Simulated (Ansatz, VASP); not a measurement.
# PbC in two plane-wave programs

One calculation is typed for both programs; each brings its own data sets. How far apart do they land? The cell is generated by rule, not measured, and may not be a known phase. Of the first pair: The two relaxations start from unlike cells of this crystal (the structure described is Ansatz's start), so only their ends are compared.

Main program and level: Ansatz 0.2.0; plane waves, with VASP 6.6.1 beside it; relaxation of cell and atoms at PBEsol.

### Step 1. The starting structure

It takes space group P6_3/mmc (No. 194, hexagonal). Conventional cell: a = 3.121 Å, b = 3.121 Å, c = 4.993 Å, α = 90.00°, β = 90.00°, γ = 120.00°. Pb has 6 C at 2.19 Å nearest. Nearest to C lie 6 Pb at 2.19 Å. Farther neighbours are not listed.

Structure file:

```xyz
4
Lattice="3.1208 0.0000 0.0000 -1.5604 2.7027 0.0000 0.0000 0.0000 4.9933" Properties=species:S:1:pos:R:3 pbc="T T T"
Pb    0.0000    0.0000    0.0000
Pb    0.0000    0.0000    2.4967
C     0.0000    1.8018    1.2483
C     1.5604    0.9009    3.7450
```

### Step 2. VASP: relaxation of cell and atoms, PBEsol, pair 1

The relaxed volume is the usual yardstick between codes: in a stiff, nearly cubic crystal its relative difference is about their pressure difference at one cell divided by the bulk modulus.

Lines of VASP's logs that name or quote its potential files are left out, and so is its time.

Contents of INCAR:

```
SYSTEM = PbC
PREC = Accurate
ENCUT = 600
EDIFF = 1E-07
NELM = 120
ISMEAR = 0
SIGMA = 0.1
LREAL = .FALSE.
ALGO = Normal
GGA = PS
NBANDS = 24
LORBIT = 11
LWAVE = .FALSE.
LCHARG = .FALSE.
ISIF = 3
IBRION = 2
NSW = 80
EDIFFG = -0.005
LASPH = .TRUE.
GGA_COMPAT = .FALSE.
NELMIN = 4
KPAR = 2
```

Contents of POSCAR:

```
PbC
1.0
    3.4859546049      0.0000000000      0.0000000000
   -1.7429773024      3.0189260502      0.0000000000
    0.0000000000      0.0000000000      6.2531062741
Pb C
2 2
Direct
    0.0000000000      0.0000000000      0.0000000000
    0.0000000000      0.0000000000      0.5000000000
    0.3333332100      0.6666664200      0.2500001001
    0.6666666050      0.3333332100      0.7499998999
```

Contents of KPOINTS:

```
Automatic mesh
0
Gamma
9 9 4
0 0 0
```

PAW data sets: Pb_d and C (PBE family, release 64).

The run is started by

```console
mpirun -np 2 vasp_std
```

Numbers of over 12 decimals in the logs are rounded to 6 here.

The log of the run:

```text
[banner, memory and clock lines left out]
running    2 mpi-ranks, on    1 nodes
 distrk:  each k-point on    1 cores,    2 groups
 distr:  one band on    1 cores,    1 groups

 POSCAR found type information on POSCAR PbC
 POSCAR found :  2 types and       4 ions
|                                                                             |
|               ----> ADVICE to this user running VASP <----                  |
|                                                                             |
|     You enforced a specific xc type in the INCAR file but a different       |
|     [... a line on the potential file left out ...]
|     I HOPE YOU KNOW WHAT YOU ARE DOING!                                     |
|                                                                             |

 LDA part: xc-table for (Slater+PW92), standard interpolation
 POSCAR, INCAR and KPOINTS ok, starting setup
 FFT: planning ... GRIDC
 FFT: planning ... GRID_SOFT
 FFT: planning ... GRID
 WAVECAR not read
 entering main loop
       N       E                     dE             d eps       ncg     rms          rms(c)
DAV:   1     0.383348967828E+03    0.38335E+03   -0.19304E+04  1728   0.202E+03
DAV:   2     0.141077539549E+02   -0.36924E+03   -0.36015E+03  1776   0.478E+02
DAV:   3    -0.195814850957E+02   -0.33689E+02   -0.32922E+02  2280   0.162E+02
DAV:   4    -0.209605151606E+02   -0.13790E+01   -0.13711E+01  2048   0.322E+01
DAV:   5    -0.210222954396E+02   -0.61780E-01   -0.61751E-01  2576   0.632E+00    0.563E+00
DAV:   6    -0.195837705319E+02    0.14385E+01   -0.62503E+00  2480   0.216E+01    0.158E+00
DAV:   7    -0.196075128029E+02   -0.23742E-01   -0.48573E-01  1840   0.406E+00    0.117E+00
DAV:   8    -0.196012698015E+02    0.62430E-02   -0.10834E-01  2504   0.273E+00    0.494E-01
DAV:   9    -0.195930486141E+02    0.82212E-02   -0.27259E-02  2432   0.137E+00    0.123E-01
DAV:  10    -0.195931364069E+02   -0.87793E-04   -0.34437E-03  2464   0.335E-01    0.239E-02
DAV:  11    -0.195931351840E+02    0.12229E-05   -0.11532E-04  2032   0.702E-02    0.185E-02
DAV:  12    -0.195931327689E+02    0.24151E-05   -0.87780E-06  2680   0.229E-02    0.950E-03
DAV:  13    -0.195931306211E+02    0.21477E-05   -0.73733E-06  2464   0.254E-02    0.311E-03
DAV:  14    -0.195931308314E+02   -0.21021E-06   -0.48342E-07  1680   0.628E-03    0.117E-03
DAV:  15    -0.195931309015E+02   -0.70156E-07   -0.32269E-08  1184   0.157E-03
   1 F= -.19593131E+02 E0= -.19589318E+02  d E =-.195931E+02
 curvature:   0.00 expect dE= 0.000E+00 dE for cont linesearch  0.000E+00
 trial: gam= 0.00000 g(F)=  0.879E-41 g(S)=  0.661E-03 ort = 0.000E+00 (trialstep = 0.100E+01)
 search vector abs. value=  0.661E-03
 bond charge predicted
       N       E                     dE             d eps       ncg     rms          rms(c)
DAV:   1    -0.195988081573E+02   -0.56773E-02   -0.19966E-01  2072   0.735E+00    0.387E-01
DAV:   2    -0.195942331538E+02    0.45750E-02   -0.12110E-02  2224   0.191E+00    0.161E-01
DAV:   3    -0.195933020861E+02    0.93107E-03   -0.33625E-03  2264   0.979E-01    0.267E-02
DAV:   4    -0.195932953837E+02    0.67024E-05   -0.18280E-04  2248   0.124E-01    0.128E-02
DAV:   5    -0.195932916230E+02    0.37606E-05   -0.15838E-05  2512   0.423E-02    0.254E-03
DAV:   6    -0.195932917793E+02   -0.15623E-06   -0.19994E-06  2128   0.162E-02    0.123E-03
DAV:   7    -0.195932917378E+02    0.41471E-07   -0.82970E-08  1208   0.287E-03
   2 F= -.19593292E+02 E0= -.19589609E+02  d E =-.160836E-03
 trial-energy change:   -0.000161  1 .order   -0.000162   -0.000661    0.000337
 step:   0.6606(harm=  0.6624)  dis= 0.00000  next Energy=   -19.593349 (dE=-0.218E-03)
 bond charge predicted
       N       E                     dE             d eps       ncg     rms          rms(c)
DAV:   1    -0.195939839512E+02   -0.69217E-03   -0.22872E-02  2072   0.247E+00    0.132E-01
DAV:   2    -0.195934523975E+02    0.53155E-03   -0.14047E-03  2208   0.654E-01    0.547E-02
DAV:   3    -0.195933473147E+02    0.10508E-03   -0.38351E-04  2264   0.331E-01    0.911E-03
DAV:   4    -0.195933487428E+02   -0.14281E-05   -0.21025E-05  2256   0.416E-02    0.435E-03
DAV:   5    -0.195933499024E+02   -0.11596E-05   -0.18197E-06  2472   0.144E-02    0.850E-04
DAV:   6    -0.195933499045E+02   -0.20345E-08   -0.21369E-07  1440   0.550E-03
   3 F= -.19593350E+02 E0= -.19589626E+02  d E =-.219003E-03
 curvature:  -0.33 expect dE=-0.120E-05 dE for cont linesearch -0.136E-06
 trial: gam= 0.03045 g(F)=  0.537E-40 g(S)=  0.363E-05 ort =-0.165E-04 (trialstep = 0.932E+00)
 search vector abs. value=  0.324E-05
 reached required accuracy - stopping structural energy minimisation
```

From OUTCAR (step 2):

```text
ion  position               nearest neighbor table
   1  0.000  0.000  0.000-   3 2.55   4 2.55   4 2.55   3 2.55   3 2.55   4 2.55   2 3.13   2 3.13

  LATTYP: Found a hexagonal cell.
 ALAT       =     3.4859546049
 C/A-ratio  =     1.7938002593

 Subroutine GETGRP returns: Found 24 space group operations
 (whereof 12 operations were pure point group operations)

The static configuration has the point symmetry D_3d.
 The point group associated with its full space group is D_6h.

 Found     36 irreducible k-points:

   k-points           NKPTS =     36   k-points in BZ     NKDIM =     36   number of bands    NBANDS=     24

   dimension x,y,z NGX =    28 NGY =   28 NGZ =   50
   dimension x,y,z NGXF=    56 NGYF=   56 NGZF=  100

   ENCUT  =  600.0 eV  44.10 Ry    6.64 a.u.   6.96  6.96 12.49*2*pi/ulx,y,z

   NELECT =      36.0000    total number of electrons

 k-points in reciprocal lattice and weights: Automatic mesh
   0.00000000  0.00000000  0.00000000       0.003
   0.11111111  0.00000000  0.00000000       0.019
   0.22222222  0.00000000  0.00000000       0.019
   0.33333333 -0.00000000  0.00000000       0.019
   0.44444444  0.00000000  0.00000000       0.019
   0.11111111  0.11111111  0.00000000       0.019
   0.22222222  0.11111111  0.00000000       0.037
   0.33333333  0.11111111  0.00000000       0.037
   0.44444444  0.11111111  0.00000000       0.019
[...]
0.33333333  0.22222222  0.50000000       0.037
   0.33333333  0.33333333  0.50000000       0.006

 average (electrostatic) potential at core
       1 -88.8496       2 -88.8497       3 -47.2480       4 -47.2480

 E-fermi :   7.7956

 k-point     1 :       0.0000    0.0000    0.0000
  band No.  band energies     occupation
    ...
     13      -1.7349      2.00000
     14       5.9168      2.00000
     15       6.6807      2.00000
     16       7.6157      1.98903
     17       7.6157      1.98902
     18       8.5378      0.00000
     19       8.5378      0.00000
     20      10.4613      0.00000
     21      12.3838      0.00000
     22      14.3259      0.00000
    ...

 k-point     2 :       0.1111    0.0000    0.0000
  band No.  band energies     occupation
    ...
     13      -1.5410      2.00000
     14       4.9439      2.00000
     15       6.8117      2.00000
     16       7.3344      2.00000
     17       7.3652      2.00000
     18       8.4208      0.00000
     19       8.5040      0.00000
     20      11.3152      0.00000
     21      11.4195      0.00000
     22      13.6007      0.00000
    ...

 k-point     3 :       0.2222    0.0000    0.0000
  band No.  band energies     occupation
    ...
     13      -0.9466      2.00000
     14       3.2565      2.00000
     15       5.7775      2.00000
     16       6.7148      2.00000
     17       7.0046      2.00000
     18       8.4327      0.00000
     19       9.2530      0.00000
     20       9.3967      0.00000
     21      11.4631      0.00000
     22      13.5331      0.00000
    ...

  Total       -0.0122730     -0.0122730      0.0001748     -0.0000000      0.0000000      0.0000000
  in kB       -0.2980134     -0.2980136      0.0042445     -0.0000000      0.0000000      0.0000000
  external PRESSURE =      -0.1972608 kB  Pullay stress =       0.0000000 kB

  energy-cutoff  :      600.00
  volume of cell :       65.98
      direct lattice vectors                 reciprocal lattice vectors
     3.487546907  0.000000000  0.000000000     0.286734495  0.165546193  0.000000000
    -1.743773453  3.020305025 -0.000000000    -0.000000000  0.331092387  0.000000000
     0.000000000  0.000000000  6.264052183    -0.000000000  0.000000000  0.159641071

 POSITION                                       TOTAL-FORCE (eV/Angst)
 -----------------------------------------------------------------------------------
      0.00000      0.00000      0.00000         0.000000     -0.000000      0.000000
      0.00000      0.00000      3.13203         0.000000     -0.000000      0.000000
      0.00000      2.01354      1.56601         0.000000      0.000000     -0.000000
      1.74377      1.00677      4.69804        -0.000000     -0.000000      0.000000
 -----------------------------------------------------------------------------------
    total drift:                               -0.000000      0.000283     -0.000000

  FREE ENERGIE OF THE ION-ELECTRON SYSTEM (eV)
  ---------------------------------------------------
  free  energy   TOTEN  =       -19.5933499045 eV

  energy  without entropy=      -19.5859025537  energy(sigma->0) =      -19.58962623

 reached required accuracy - stopping structural energy minimisation

 total charge
# of ion       s       p       d       tot
------------------------------------------
    1        1.287   0.795   9.886  11.969
    2        1.287   0.795   9.886  11.969
    3        0.945   1.216   0.000   2.161
    4        0.945   1.216   0.000   2.161
--------------------------------------------------
tot          4.463   4.023  19.773  28.260

[... 3 further parts left out ...]
```

### Step 3. Ansatz: relaxation of cell and atoms, PBEsol, pair 1

Ansatz runs on its default PAW (the set named soft_2) files.

Its own start cell and the same functional, mesh and smearing now go to Ansatz, which takes its cutoff from its data sets.

Contents of input.yaml:

```yaml
crystal:
  lattice:
    - [3.12082, 0.0, 0.0]
    - [-1.56041, 2.70271, 0.0]
    - [0.0, 0.0, 4.99331]
  atoms:
    - { symbol: Pb, position: [0.0, 0.0, 0.0] }
    - { symbol: Pb, position: [0.0, 0.0, 0.5] }
    - { symbol: C, position: [0.333333, 0.666667, 0.25] }
    - { symbol: C, position: [0.666667, 0.333333, 0.75] }
kpoints:
  mp_grid: { grid: [9, 9, 4] }
hamiltonian:
  xc: pbesol
scf:
  occupations: { method: gaussian, width: 0.1 }
output:
  forces: true
  stress: true
  eigenvalues: true
relax:
  adjacent_minimum: "off"
  f_tol: 0.05
  max_steps: 80
  cell: { stress_tol: 0.5 }
```

The run is started by

```console
ansatz run input.yaml --threads 4 --pin off --max-ram 7168MiB --backend cpu --events-out ev --progress --plain --runs-dir out
```

The log of the run:

```text
Warning: the atoms were moved onto the symmetric positions of the space group found under crystal.symmetry.tolerance 1.0e-5 (fractional; no operation is sought that the atoms, as they stand in a round, miss by more than twice it, and no atom is moved by as much as it), and the run uses the moved positions. Before a round's move an operation carried an atom to 3.12e-6 Å from where it should land, the largest such dist [...]
The last accepted step is kept in <dir> (removed where the run ends without a failure and the disk answers)
Engine: ansatz 0.2.0, aarch64-unknown-linux-gnu
Pseudopotentials: kind: paw
Pseudopotential: Pb, paw, valence charge 14, recommended cutoff 420 eV (normal), Pb.paw.azcp
Pseudopotential: C, paw, valence charge 4, recommended cutoff 420 eV (normal), C.paw.azcp
Functional definition: PBEsol
  exchange = pbesol_x
  correlation = pbesol_c
Crystal: 4 atoms, lattice volume = 42.117 Å³
Basis set: ecut = 420 eV, 833 PW (Γ), exchange–correlation on 48×48×72 points (8 copies of the dense FFT grid, shifted against one another)
Bands: 22, of which v1, the nominal top of the filled ones, is band 18 counted from 1 (17 counted from 0)
Symmetry: 24 space group operations
Space group: P63/mmc (ITA 194), of the structure as read, at distance tolerance 3.5e-5 Å
k-points: 36 of 324
Non-local potential: Pb, projectors of the file, l = 0: 2, l = 1: 2, l = 2: 2, l = 3: 2
Non-local potential: C, projectors of the file, l = 0: 2, l = 1: 2, l = 2: 1
PAW form: soft (Blöchl's): semilocal exchange-correlation on the pseudo side does not see the compensation charge
PAW frozen core: Pb, regenerated for the run's functional, and the local potential with it (the file was generated under x = pbe(κ = 0.804, μ = 0.219515), c = pbe(β = 0.066725))
PAW frozen core: C, regenerated for the run's functional, and the local potential with it (the file was generated under x = pbe(κ = 0.804, μ = 0.219515), c = pbe(β = 0.066725))
PAW one-centre angular grid: Pb, 590 points (default); XC on 64 Gauss nodes
PAW one-centre angular grid: C, 110 points (default); XC on 64 Gauss nodes
Initial density: superposition of atomic densities (neutral atoms: chi_scale 0, normalization atom), corrected by the library's trained network
[...]
SCF iter   2: F=—  HF=-23995.558874 eV  |F-HF|=—  |Δ(HF+E_count)|=   2.46e-3  Δρ=1.38e-3  dr2=1.86e-3  ethr=2.89e-5  ⟨swp⟩=2.0  Hψ=921  notcnv=0
SCF iter   3: F=—  HF=-23995.558409 eV  |F-HF|=—  |Δ(HF+E_count)|=   4.65e-4  Δρ=2.76e-4  dr2=3.28e-5  ethr=5.17e-6  ⟨swp⟩=2.0  Hψ=1003  notcnv=0
SCF iter   4: F=—  HF=-23995.558401 eV  |F-HF|=—  |Δ(HF+E_count)|=   7.77e-6  Δρ=3.68e-5  dr2=1.06e-6  ethr=9.12e-8  ⟨swp⟩=2.2  Hψ=1050  notcnv=0
iter 5 did not close the SCF: its close was put off for the readings that it lacked (scf_convergence_deferred on its scf_iter line)
SCF iter   5: F=-23995.558401 eV  HF=-23995.558401 eV  |F-HF|=1.46e-8  |Δ(HF+E_count)|=   2.66e-7  Δρ=7.56e-6  dr2=5.70e-8  ethr=2.94e-9  ⟨swp⟩=2.1  Hψ=1055  notcnv=0
SCF iter   6: F=-23995.558401 eV  HF=-23995.558401 eV  |F-HF|=5.82e-11  |Δ(HF+E_count)|=   3.75e-9  Δρ=1.49e-6  dr2=1.59e-9  ethr=1.58e-10  ⟨swp⟩=3.4  Hψ=3350  notcnv=0
SCF 9 converged in 6 iterations: F = -23995.558401 eV  dr2 = 1.59e-9
relax step   9: F+E_penalty+E_count = -23995.55840139 eV  Δ(F+E_penalty+E_count) = -2.306e-2 eV  max|allowed force component| = 1.850e-16 eV/Å  Δτ_max = 0.0000 Å  P = +0.781 GPa  Ω = 65.450 Å³  energy of the carried Pulay correction = -1.530e-3 eV  (6 SCF iters, dr2 threshold 4.00e-7 eV, accepted)
[...]
relax step  10: F+E_penalty+E_count = -23995.55948371 eV  Δ(F+E_penalty+E_count) = -1.082e-3 eV  max|allowed force component| = 6.939e-17 eV/Å  Δτ_max = 0.0000 Å  P = +0.023 GPa  Ω = 65.908 Å³  energy of the carried Pulay correction = -2.066e-3 eV  (6 SCF iters, dr2 threshold 4.00e-7 eV, accepted)
[...]
relax step  11: F+E_penalty+E_count = -23995.56160388 eV  Δ(F+E_penalty+E_count) = -2.120e-3 eV  max|allowed force component| = 7.864e-17 eV/Å  Δτ_max = 0.0000 Å  P = +0.029 GPa  Ω = 65.908 Å³  stress off target by 4.45e-2 GPa  SCF on the basis re-selected at this cell (its energy is not comparable with the rows above)  (8 SCF iters)
basis re-selected at this cell: Δ(F+E_penalty+E_count) = -2.120e-3 eV, ΔP = +0.007 GPa vs the last step (what re-selecting the basis moved, of the pressure what is left beyond the Pulay correction that the steps carried, after the strain that the cell walked since its last selection, with what the two solves' SCF thresholds leave and, on support functions, any second-order correction that the steps lacked; it is no m [...]
SCF converged after 8 iterations
Free energy (F): -23995.561604 eV
Harris-Foulkes:  -23995.561604 eV  (|F-HF|=1.09e-11)
Internal energy: -23995.554120 eV  (E = F + TS)
E sigma→0 (E₀):  -23995.557862 eV
Entropy (-TS):   -0.007484 eV (-1.871 meV/atom)
Fermi energy:    11.805492 eV
--- Per-component energies (eV) ---
  E_band       = 11.060474
  E_kinetic    = 744.079431
  E_local      = -1960.934427  (includes V_loc(G=0)·N_el)
  E_nonlocal   = 762.045884
  E_hartree    = 768.500300
  E_xc         = -528.802105
  E_vxc        = -378.611355  (∫ρ·V_xc dr)
  E_paw        = -20706.824356  (= ΣΔE_a)
  E_vpaw       = -692.519767  (= ΣTr[D̂ρ^β])
  E_aug_tail   = 0.000107  (compensation charges beyond the density's cutoff)
  E_ewald      = -3073.785388
  E_core_change = 0.166434  (= ΣΔE_core)
  E_smearing   = -0.007484  (= −TS)
  E_closure    = 0.000000  (closes the sum)
  Σ components = -23995.561604   (vs F -23995.561604, Δ=0.00e0)
--- Forces (eV/Å), atoms counted from 1 ---
  atom   1  Pb     0.00000000    -0.00000000     0.00000000
  atom   2  Pb     0.00000000    -0.00000000     0.00000000
  atom   3  C     -0.00000000     0.00000000     0.00000000
  atom   4  C     -0.00000000    -0.00000000     0.00000000
  max |Σ_I F_I| component: 7.40e-17 eV/Å
--- Stress (GPa, compression-positive) ---
        0.021982       0.000000       0.000000
       -0.000000       0.021982       0.000000
        0.000000       0.000000       0.044451
  P = ⅓ Tr σ = 0.0295 GPa (0.295 kbar)
--- Band table (eV; the first three rows and the last of 36) ---
  k-point 0: bands = [... 14 lower, 10.6868, 11.6241, 11.6241, 12.5473, 12.5473, 14.4751, 16.4055, 18.3452]
  k-point 1: bands = [... 14 lower, 11.7636, 11.7636, 12.1858, 12.4180, 12.4180, 14.3514, 16.4872, 18.4680]
  k-point 2: bands = [... 14 lower, 12.0964, 12.0964, 12.0964, 12.0964, 13.5939, 13.5939, 17.2481, 17.2481]
  k-point 35: bands = [... 14 lower, 7.4494, 7.4494, 11.6380, 11.6380, 12.3420, 12.3420, 14.3278, 14.3278]
--- Relaxed structure (9 steps of the walk, 9 accepted, 2 SCFs on fresh bases) ---
  F+E_penalty+E_count = -23995.56160388 eV   max|allowed force component| = 7.864e-17 eV/Å   (the final SCF, on the basis selected at the relaxed cell)
  cell:  # Å, volume = 65.9083 Å³
    - [3.486071, 0.0, 0.0]
    - [-1.743036, 3.019026, 0.0]
    - [0.0, 0.0, 6.262341]
  atoms:
    - { symbol: Pb, position: [0, 0, 0] }
    - { symbol: Pb, position: [0, 0, 0.5] }
    - { symbol: C, position: [0.333333, 0.666667, 0.25] }
    - { symbol: C, position: [0.666667, 0.333333, 0.750000] }
```

### Step 4. Comparison

Known differences besides the potentials themselves: the cutoff is 420 eV in Ansatz and 600 eV in VASP; Ansatz makes its cores anew for this functional, VASP keeps those of its PBE data sets; Ansatz adds a Pulay correction to the stress that steers its cell, VASP none. Total energies have different zeros and are not compared.

Both answers:

```csv
quantity,Ansatz,VASP,difference
volume (Å³),65.91,65.98,-0.11 %
"edge a after relaxation, in the typed setting (Å)",3.486,3.487,-0.04 %
"edge c after relaxation, in the typed setting (Å)",6.262,6.264,-0.03 %
```

(Continued in part 2 of 2.)

[Lines on the potential files, build, host, timing and source positions are cut from VASP's logs without a mark.]

[Logs are printed without paths, hosts, clocks, repeated set-up lines and the standing remarks that a program may print on its own settings, such as how far it seeks lower states.]

[Hosts, paths, dates, database ids (printed as entryN), source tags and the programs' standing remarks are cut or masked in the printed files.]
